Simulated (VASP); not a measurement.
Level of theory: PBE GGA, VASP's PBE PAW potentials (set 64) (plane waves; VASP).

VASP input:

INCAR:
```
SYSTEM=CrO2
PREC=Normal; ENCUT=450; LREAL=.FALSE.
LASPH=.TRUE.
EDIFF=1E-5; NELM=100; NELMIN=4
ALGO=Fast; LMAXMIX=4
ISMEAR=1; SIGMA=0.1
GGA=PE
MAGMOM=2*2.5 4*0.0
ISPIN=2
IBRION=2; NSW=20; ISIF=2
EDIFFG=-0.03
LWAVE=.FALSE.; LCHARG=.FALSE.; LORBIT=10
```

**POSCAR**
```
CrO2
1
    4.4471878917     0.0000000000     0.0000000000
    0.0000000000     4.4471878917     0.0000000000
    0.0000000000     0.0000000000     2.9256424978
Cr O
2 4
Direct
  0.0000000000   0.0000000000   0.0000000000
  0.5000000000   0.5000000000   0.5000000000
  0.3030000000   0.3030000000   0.0000000000
  0.8030000000   0.1970000000   0.5000000000
  0.1970000000   0.8030000000   0.5000000000
  0.6970000000   0.6970000000   0.0000000000
```

KPOINTS:
```
Regular mesh
0
gamma
 9 9 14
```

POTCAR, in this order: Cr_pv O (PBE.64 set). Program: vasp_std.

What VASP printed:

OSZICAR:
```
       N       E                     dE             d eps       ncg     rms          rms(c)
DAV:   1     0.565229654133E+03    0.56523E+03   -0.24564E+04 14920   0.155E+03
DAV:   2    -0.921893808409E+01   -0.57445E+03   -0.53634E+03 16667   0.483E+02
DAV:   3    -0.649981117425E+02   -0.55779E+02   -0.54676E+02 16466   0.157E+02
DAV:   4    -0.662854234562E+02   -0.12873E+01   -0.12615E+01 18127   0.237E+01
DAV:   5    -0.663167706152E+02   -0.31347E-01   -0.31337E-01 17875   0.360E+00    0.408E+01
RMM:   6    -0.582323830598E+02    0.80844E+01   -0.12068E+02 16686   0.717E+01    0.367E+01
RMM:   7    -0.522027616975E+02    0.60296E+01   -0.31366E+01 15361   0.397E+01    0.173E+01
RMM:   8    -0.505338437638E+02    0.16689E+01   -0.32927E+00 16232   0.116E+01    0.574E+00
RMM:   9    -0.503442813055E+02    0.18956E+00   -0.10226E+00 15683   0.589E+00    0.218E+00
RMM:  10    -0.503642061465E+02   -0.19925E-01   -0.19417E-01 16578   0.223E+00    0.109E+00
RMM:  11    -0.503680959359E+02   -0.38898E-02   -0.47819E-02 16962   0.109E+00    0.518E-01
RMM:  12    -0.503692709583E+02   -0.11750E-02   -0.11606E-02 17718   0.558E-01    0.279E-01
RMM:  13    -0.503694588930E+02   -0.18793E-03   -0.25267E-03 18225   0.250E-01    0.212E-01
RMM:  14    -0.503694885594E+02   -0.29666E-04   -0.85262E-04 15509   0.190E-01    0.892E-02
RMM:  15    -0.503694946961E+02   -0.61368E-05   -0.38017E-04 17222   0.106E-01    0.929E-02
RMM:  16    -0.503695177290E+02   -0.23033E-04   -0.19542E-04 14739   0.447E-02    0.675E-02
RMM:  17    -0.503695204361E+02   -0.27071E-05   -0.33282E-05 10372   0.204E-02
   1 F= -.50369520E+02 E0= -.50369748E+02  d E =-.503695E+02  mag=     3.9996
       N       E                     dE             d eps       ncg     rms          rms(c)
DAV:   1    -0.503695975278E+02   -0.79799E-04   -0.22213E-01 17827   0.274E+00    0.183E-01
RMM:   2    -0.503699811984E+02   -0.38367E-03   -0.40077E-03 14843   0.429E-01    0.116E-01
RMM:   3    -0.503699924924E+02   -0.11294E-04   -0.31344E-04 13904   0.130E-01    0.620E-02
RMM:   4    -0.503699846644E+02    0.78280E-05   -0.69952E-05 13630   0.604E-02
   2 F= -.50369985E+02 E0= -.50370241E+02  d E =-.464228E-03  mag=     4.0000
```

**OUTCAR**
```
------------------------ aborting loop because EDIFF is reached ----------------------------------------
  FORCE on cell =-STRESS in cart. coord.  units (eV):
  Direction    XX          YY          ZZ          XY          YZ          ZX
  --------------------------------------------------------------------------------------
  Total       -0.7503082     -0.7503082     -0.7971332      0.0000000      0.0000000      0.0000000
  in kB      -20.7758136    -20.7758136    -22.0723855      0.0000000      0.0000000      0.0000000
  external PRESSURE =     -21.2080042 kB  Pullay stress =       0.0000000 kB
  volume of cell :       57.86
      direct lattice vectors                 reciprocal lattice vectors
     4.447187892  0.000000000  0.000000000     0.224861199  0.000000000  0.000000000
     0.000000000  4.447187892  0.000000000     0.000000000  0.224861199  0.000000000
     0.000000000  0.000000000  2.925642498     0.000000000  0.000000000  0.341805262
 POSITION                                       TOTAL-FORCE (eV/Angst)
 -----------------------------------------------------------------------------------
      4.44719      4.44719      0.00000         0.000000      0.000000     -0.000000
      2.22359      2.22359      1.46282         0.000000      0.000000     -0.000000
      1.34972      1.34972      0.00000         0.008871      0.008871     -0.000000
      3.57331      0.87388      1.46282         0.008871     -0.008871      0.000000
      0.87388      3.57331      1.46282        -0.008871      0.008871     -0.000000
      3.09747      3.09747      0.00000        -0.008871     -0.008871      0.000000
 -----------------------------------------------------------------------------------
    total drift:                                0.000000     -0.000000     -0.000000
  FREE ENERGIE OF THE ION-ELECTRON SYSTEM (eV)
  ---------------------------------------------------
  free  energy   TOTEN  =       -50.3699846644 eV

  energy  without entropy=      -50.3707545967  energy(sigma->0) =      -50.37024131

 total charge

# of ion       s       p       d       tot
------------------------------------------
    1        0.361   6.453   4.010  10.823
    2        0.361   6.453   4.010  10.823
    3        1.582   3.460   0.000   5.041
    4        1.582   3.460   0.000   5.041
    5        1.582   3.460   0.000   5.041
    6        1.582   3.460   0.000   5.041
--------------------------------------------------
tot          7.048  26.744   8.020  41.812

 magnetization (x)

# of ion       s       p       d       tot
------------------------------------------
    1        0.024   0.032   2.053   2.109
    2        0.024   0.032   2.053   2.109
    3       -0.003  -0.077   0.000  -0.079
    4       -0.003  -0.077   0.000  -0.079
    5       -0.003  -0.077   0.000  -0.079
    6       -0.003  -0.077   0.000  -0.079
--------------------------------------------------
tot          0.037  -0.243   4.107   3.901

 reached required accuracy - stopping structural energy minimisation
```
(Selected blocks of OUTCAR.)

File CONTCAR:
```
CrO2
   1.00000000000000
     4.4471878916999996    0.0000000000000000    0.0000000000000000
     0.0000000000000000    4.4471878916999996    0.0000000000000000
     0.0000000000000000    0.0000000000000000    2.9256424978000002
  Cr              O
     2     4
Direct
     1.0000000000000000    1.0000000000000000    0.0000000000000000
     0.5000000000000000    0.5000000000000000    0.5000000000000000
     0.3034992325167971    0.3034992325167971    0.0000000000000000
     0.8034992325167971    0.1965007674832029    0.5000000000000000
     0.1965007674832029    0.8034992325167971    0.5000000000000000
     0.6965007674832029    0.6965007674832029    0.0000000000000000
```

At this cut-off the stress carries a Pulay error, which pulls relaxed volumes low. The moments were started parallel, and other spin orders were not tried in this run.

The compound is CrO2 in the rutile structure. This run relaxes the ions in a fixed cell. Symmetry was kept, so distortions that lower it aren't found.
